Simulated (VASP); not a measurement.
Calculation: PBEsol GGA, VASP's PBE PAW potentials (set 64) (plane waves; VASP).

VASP ran on this input.

File KPOINTS:
```
Automatic mesh
0
G
6 6 6
0 0 0
```

**INCAR**
```
EDIFFG=-0.01   # ionic stop
IBRION=2
SIGMA=0.05
SYSTEM=TlBi
LWAVE=F
ISIF=3   # ions, shape and volume
LREAL=F   # projection in real space or not
NSW=60   # most ionic steps
LCHARG=F
LASPH=T
NELM=100
LMAXMIX=4   # l cut-off of mixed one-centre charges
ALGO=Normal   # blocked Davidson
GGA=PS
ENCUT=400   # plane-wave cut-off (eV)
PREC=Accurate
ISMEAR=0   # Gaussian
EDIFF=1E-6   # SCF stop (eV)
```

### POSCAR
```
TlBi
1.0
  3.8090000000   0.0000000000   0.0000000000
  0.0000000000   3.8090000000   0.0000000000
  0.0000000000   0.0000000000   3.8090000000
Tl Bi
1 1
Cart
  0.0000000000   0.0000000000   0.0000000000
  1.9045000000   1.9045000000   1.9045000000
```

POTCAR, in this order: Tl_d Bi_d (PBE.64 set). Program: vasp_std.

Problem. What will the output report for the number of irreducible k-points (NKPTS), number of bands (NBANDS), largest plane-wave count, number of space-group operations, FFT grid (NGX, NGY, NGZ)?

Solution. 
```yaml
number of irreducible k-points (NKPTS): 20
number of bands (NBANDS): 18
largest_plane_wave_count: 1024
number_of_space_group_operations: 48
FFT grid (NGX, NGY, NGZ): 28 × 28 × 28
```

The structure was generated: TlBi was put into the CsCl type type (Pm-3m), which need not be its known phase. This run relaxes it. Symmetry was kept, so distortions that lower it aren't found. VASP warned that the highest band is occupied, so more bands are needed.
